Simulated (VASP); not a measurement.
Here is the system:

```xyz
6
Lattice="4.6913 0.0000 0.0000 0.0000 4.6913 0.0000 0.0000 0.0000 2.9989" Properties=species:S:1:pos:R:3 pbc="T T T"
Ti     4.6913     4.6913     0.0000
Ti     2.3457     2.3457     1.4995
O      1.4292     1.4292     2.9989
O      3.7749     0.9164     1.4995
O      0.9164     3.7749     1.4995
O      3.2621     3.2621     0.0000
```

These are AM05 GGA, VASP's PBE PAW potentials (set 64) (plane waves; VASP 6.6.1) values and carry that method's errors. Numerical set-up: 520 eV cut-off, 5×5×8 Γ-centred mesh, Gaussian smearing of 0.050 eV, potentials Ti_sv O.

**Question.** The ions and cell shape at fixed volume are relaxed. Which structure does the run end with?

**Answer.** 
```xyz
6
Lattice="4.7166 0.0000 0.0000 0.0000 4.7166 0.0000 0.0000 0.0000 2.9669" Properties=species:S:1:pos:R:3 pbc="T T T"
Ti     0.0000     0.0000     0.0000
Ti     2.3583     2.3583     1.4834
O      1.4505     1.4505     0.0000
O      3.8087     0.9078     1.4834
O      0.9078     3.8087     1.4834
O      3.2661     3.2661     0.0000
```
Space group P4_2/mnm (136), at a tolerance of 0.03 Å.

**Question.** How much energy does the relaxation gain?

**Answer.** The energy (σ→0) changes by -3.2 meV/atom, in 3 ionic steps.

The compound is TiO2 in the rutile structure. This cell is one point of a volume scan, at 1.06 of the reference volume. Symmetry was kept, so distortions that lower it aren't found.
